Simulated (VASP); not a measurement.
Consider the following.

```yaml
crystal:
  lattice:
    - [4.46567, 0.00000, 0.00000]
    - [0.00000, 4.46567, 0.00000]
    - [0.00000, 0.00000, 4.46567]
  atoms:
    - { symbol: Cs, position: [0.00000, 0.00000, 0.00000] }
    - { symbol: Cl, position: [0.50000, 0.50000, 0.50000] }
```

The numbers are results of RPBE GGA, VASP's PBE PAW potentials (set 64) (plane waves; VASP 6.6.1), not measurements. Settings: 520 eV cut-off, 6×6×6 Γ-centred mesh, Gaussian smearing of 0.050 eV, potentials Cs_sv Cl.

Unless said otherwise, spin-orbit coupling is left out, though it shifts the bands of the heavy elements here.

Question: Estimate the energy per atom (σ→0), band gap (on the k-mesh) with the smallest direct gap where there is one.

Answer: 
```json
{
 "band gap (on the k-mesh)": "4.61 eV",
 "smallest direct gap (on the k-mesh)": "4.63 eV",
 "energy per atom (σ→0)": "-3083 meV/atom"
}
```

Only differences to runs with the same potentials and settings are physical.

The compound is CsCl in the CsCl type structure. This cell is one point of a volume scan, at 1.06 of the reference volume.
